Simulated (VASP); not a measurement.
```xyz
1
Lattice="0.0000 2.8163 2.8163 2.8163 0.0000 2.8163 2.8163 2.8163 0.0000" Properties=species:S:1:pos:R:3 pbc="T T T"
Ca     0.0000     0.0000     0.0000
```

The numbers are results of PBEsol GGA, VASP's PBE PAW potentials (set 64) (plane waves; VASP), not measurements. Numerical set-up: 420 eV cut-off, 11×11×11 Γ-centred mesh shifted by (0.5, 0.5, 0.5), Fermi-Dirac smearing of 0.14 eV, potentials Ca_sv.

Energy and stress use the plane-wave basis of the starting cell.

**Question.** The ions, cell shape and volume are relaxed. Give the cell that the relaxation ends in.

**Answer.** 
```xyz
1
Lattice="0.0000 2.7297 2.7297 2.7297 0.0000 2.7297 2.7297 2.7297 0.0000" Properties=species:S:1:pos:R:3 pbc="T T T"
Ca     0.0000     0.0000     0.0000
```
Space group Fm-3m (225), at a tolerance of 0.03 Å.

**Question.** How do energy and volume change from the first to the last step?

**Answer.** The energy (σ→0) changes by -20.3 meV/atom and the volume by -8.9 %, in 4 ionic steps.

The structure comes from a computed database's Ca entry; how it stands against other phases isn't given here. This run relaxes it. Symmetry was kept, so distortions that lower it aren't found. The run is one of a series of settings (EDIFF = 1E-09, EDIFFG = -0.005, ENCUT = 420, IBRION = 2, ISIF = 3, NSW = 50, KPOINTS 11×11×11 Γ-centred mesh shifted by (0.5, 0.5, 0.5) against the base run), some of them coarse on purpose.
